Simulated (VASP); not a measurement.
A run of VASP 6.6.1 is set up as follows.

Contents of POSCAR:

```
LiBe12
1.0
    4.5800000000      0.0000000000      0.0000000000
    2.2900000000      3.9663960000      0.0000000000
    0.0000000000      0.0000000000     16.5884300000
Be Li
12 1
Direct
    0.0000000000      0.0000000000      0.0602829804
    0.5000000000      0.0000000000      0.0602829804
   -0.0000002521      0.5000005042      0.0602829804
    0.4999997479      0.5000005042      0.0602829804
   -0.1530888092      0.3158282733      0.1657902526
    0.3202913526      0.3859675131      0.1761348120
   -0.1569452368      0.8111393819      0.1576219088
    0.3220760515      0.8620924386      0.1770209718
   -0.0373596113      0.0745008819      0.2791463689
    0.5584735204      0.0130092911      0.2798577081
    0.0653849052      0.5076144692      0.2803218870
    0.4814300591      0.5312883535      0.2685245077
    0.0995572622      0.6927195368      0.3926351077
```

Contents of INCAR.step1:

```
SYSTEM = LiBe12
  PREC = Accurate
  ENCUT = 520
  ISMEAR = -1
  SIGMA = 0.05
  LREAL = .False.
  LASPH = .True.
  NELM = 100
  NBANDS = 26
  GGA = PE
  ALGO = Normal
  EDIFF = 1E-4
  LWAVE = .True.
  LCHARG = .False.
```

INCAR.step2

```
SYSTEM = LiBe12
  PREC = Accurate
  ENCUT = 520
  EDIFF = 1E-6
  ISMEAR = -1
  SIGMA = 0.05
  LREAL = .False.
  LASPH = .True.
  NELM = 100
  ALGO = Normal
  ISIF = 2
  LWAVE = .False.
  LCHARG = .False.
  METAGGA = R2SCAN
  LMIXTAU = .True.
  NBANDS = 26
  ISTART = 1
```

KPOINTS

```
regular mesh
0
Gamma
  4 4 1
  0 0 0
```

Potentials or basis: VASP PAW PBE potentials, release 64 (Be, Li_sv).

Command:

```sh
$ cat potpaw_PBE.64/Be/POTCAR potpaw_PBE.64/Li_sv/POTCAR > POTCAR
$ cp INCAR.step1 INCAR
$ mpirun -np 1 vasp_std > vasp.out
$ cp INCAR.step2 INCAR
$ mpirun -np 1 vasp_std > vasp.out
```

Estimate the largest force.

2.688 eV/Å.

What does it give for the band gap on the k mesh?

None (metal or under the smearing width).

Forces on the atoms (eV/Å):
```
Be   0.358 -0.064 -0.250
Be  -0.263  0.524  0.036
Be   0.221 -0.579 -0.396
Be  -0.017  0.143  0.192
Be  -0.032  1.087  0.341
Be  -0.178 -1.809 -1.888
Be   0.096  1.111  1.651
Be   0.343  0.164 -1.089
Be   1.317 -1.336 -0.024
Be  -1.601  0.163  0.029
Be  -2.433  0.354 -1.088
Be   1.896  0.001  1.570
Li   0.293  0.242  0.914
```

Caveat: the k mesh is coarse (spacing up to 0.40 Å⁻¹), so the values aren't converged; the PAW data sets were made with another functional, which shifts forces and pressure a little.
